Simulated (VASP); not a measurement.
Input:

```xyz
2
Lattice="0.0000 2.9306 2.9306 2.9306 0.0000 2.9306 2.9306 2.9306 0.0000" Properties=species:S:1:pos:R:3 pbc="T T T"
Cu     0.0000     0.0000     0.0000
I      1.4653     1.4653     1.4653
```

All values below come from LDA (Ceperley-Alder, Perdew-Zunger) with spin-orbit coupling, VASP's LDA PAW potentials (set 64) (plane waves; VASP). Numerical set-up: 400 eV cut-off, 7×7×7 Γ-centred mesh, Gaussian smearing of 0.050 eV, potentials Cu I.

Task: Predict the energy per atom (σ→0), band gap (over mesh and band path) with the smallest direct gap where there is one.

Result: 
```
Property                                                Value
---------------------------------------------  --------------
band gap (over mesh and band path)                    1.09 eV
smallest direct gap (over mesh and band path)         1.09 eV
energy per atom (σ→0)                          -3.566 eV/atom
```

The compound is CuI in the zinc blende structure. It was relaxed first, which changed the volume by -9 %.
